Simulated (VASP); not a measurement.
Crystal: TaAs.

```
Ta As
1.0
    -1.72181    1.72181    5.86794
     1.72181   -1.72181    5.86794
     1.72181    1.72181   -5.86794
Ta As
2 2
Direct
  0.50006 0.00006 0.50000
  0.75006 0.75006 0.00000
  0.08254 0.58254 0.50000
  0.33254 0.33254 0.00000
```

The cell is a database's computed one.

Base run:

```yaml
Program: VASP 6.6.1
Functional: LDA
Potentials_or_basis: VASP PAW LDA potentials, release 64 (Ta_pv, As)
Cutoff: 520 eV
k_mesh: 13 × 13 × 13
Occupations: fermi-dirac, width 0.05 eV
Spin: no spin polarisation
```

Its results: band gap on the k mesh none (metal or under the smearing width); pressure -6.6 GPa; largest force 0.004 eV/Å.

Q: The run is repeated on the same cell with these changes: functional from LDA to PBEsol; potentials or basis from VASP PAW LDA potentials, release 64 (Ta_pv, As) to VASP PAW PBE potentials, release 64 (Ta_pv, As_d); cutoff from 520 eV to 600 eV; valence electrons from 32 to 52. What comes out?

A: Band gap on the k mesh none (metal or under the smearing width); pressure -3.6 GPa; largest force 0.004 eV/Å.

Caveats: the PAW data sets were made with another functional, which shifts forces and pressure a little (some runs).

Not every run made on this cell is shown here.
